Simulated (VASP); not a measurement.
VASP ran on this input.

**KPOINTS**
```
Automatic
0
G
6 6 6
```

INCAR:
```
SYSTEM = CdF2
PREC = Accurate
ENCUT = 520
EDIFF = 1E-6
NELM = 100
ALGO = Normal
LREAL = .FALSE.
LASPH = .TRUE.
ISMEAR = 0
SIGMA = 0.05
GGA = PE
LMAXMIX = 4
LWAVE = .FALSE.
LCHARG = .FALSE.
IBRION = 2
ISIF = 3
NSW = 60
EDIFFG = -0.02
```

### POSCAR
```
CdF2
1.0
  0.0000000000   2.7433071558   2.7433071558
  2.7433071558   0.0000000000   2.7433071558
  2.7433071558   2.7433071558   0.0000000000
Cd F
1 2
Cartesian
  0.0000000000   0.0000000000   0.0000000000
  1.3716535779   1.3716535779   1.3716535779
  4.1149607337   4.1149607337   4.1149607337
```

POTCAR, in this order: Cd F (PBE.64 set). Program: vasp_std.

Problem. Translate this PBE calculation to Ansatz.

Solution. One equivalent input (not run):
Ansatz 0.2 input:
```yaml
crystal:
  lattice:
    - [0.0000000, 2.7433072, 2.7433072]
    - [2.7433072, 0.0000000, 2.7433072]
    - [2.7433072, 2.7433072, 0.0000000]
  atoms:
    - { symbol: Cd, position: [0.0000000, 0.0000000, 0.0000000] }
    - { symbol: F, position: [0.2500000, 0.2500000, 0.2500000] }
    - { symbol: F, position: [0.7500000, 0.7500000, 0.7500000] }
kpoints:
  mp_grid: { grid: [6, 6, 6] }
hamiltonian:
  xc: pbe
  pseudopotentials: { kind: paw }
scf:
  occupations: { method: gaussian, width: 0.05 }
  max_iter: 100
relax:
  max_steps: 60
  f_tol: 0.02
  cell: {}
output: { forces: true, stress: true, eigenvalues: true }
```
Limits of the translation: each code has its own PAW files, so the cut-off isn't converted (ENCUT is set for VASP's; basis.ecutwfc is left out, and Ansatz then takes the one that its files recommend); Ansatz stops its SCF on the density residual and VASP on the energy change (EDIFF).

The compound is CdF2 in the fluorite structure. This run relaxes it. Symmetry was kept, so distortions that lower it aren't found. The start is the result of an earlier pass.
